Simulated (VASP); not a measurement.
VASP runs on Cs (space group Im-3m) share one base input (PBE GGA, plane waves, VASP's PBE PAW potentials (set 64)) and change the settings named in each case.

### POSCAR
```
Cs
5.2922640
 -0.5773502607   0.5773502607   0.5773502607
  0.5773502607  -0.5773502607   0.5773502607
  0.5773502607   0.5773502607  -0.5773502607
Cs
1
direct
  0.0000000000   0.0000000000   0.0000000000
```

**KPOINTS**
```
Automatic mesh
0
gamma
5 5 5
```

INCAR:
```
SYSTEM=Cs
PREC=Accurate; ENCUT=300; LREAL=F
LASPH=T
EDIFF=1E-6; NELM=100; ALGO=Normal
LMAXMIX=4
ISMEAR=-1; SIGMA=0.136
GGA=PE
ISIF=2
LWAVE=F; LCHARG=F
```

POTCAR, in this order: Cs_sv (PBE.64 set). Program: vasp_std.

```csv
change,E(σ→0) (eV/atom),pressure (GPa),−TS (eV)
base run,-0.8592,0.01,-0.0667
"GGA removed, POTCAR Cs_sv (LDA.64 set)",-0.9809,…,…
"GGA_COMPAT = .FALSE., LNONCOLLINEAR = .TRUE., LSORBIT = .TRUE., MAGMOM = 0.0 0.0 0.0, program vasp_ncl",-1.0216,0.01,-0.0669
KPOINTS 3×3×3 Γ-centred mesh,-0.9257,-0.04,-0.0335
```

**Question.** Fill in the missing entries.

**Answer.** 
- GGA removed, POTCAR Cs_sv (LDA.64 set), pressure (GPa): -0.36
- GGA removed, POTCAR Cs_sv (LDA.64 set), −TS (eV): -0.0665

Energies of different potentials or functionals have different zeros.  Unless said otherwise, spin-orbit coupling is left out, though it shifts the bands of the heavy elements here. At 300 eV the pressure can carry a Pulay error.

Left out are runs that ran out of time, are held back, or changed the cell or the kind of run, fixed moments of cells without a moment, rows past the twelfth, gaps on odd meshes, pressures of charged cells and columns that move by less than the noise.

The structure is a typed Cs crystal (Im-3m). The cell was not relaxed at this level, its lattice was scaled by up to 2.5 %.
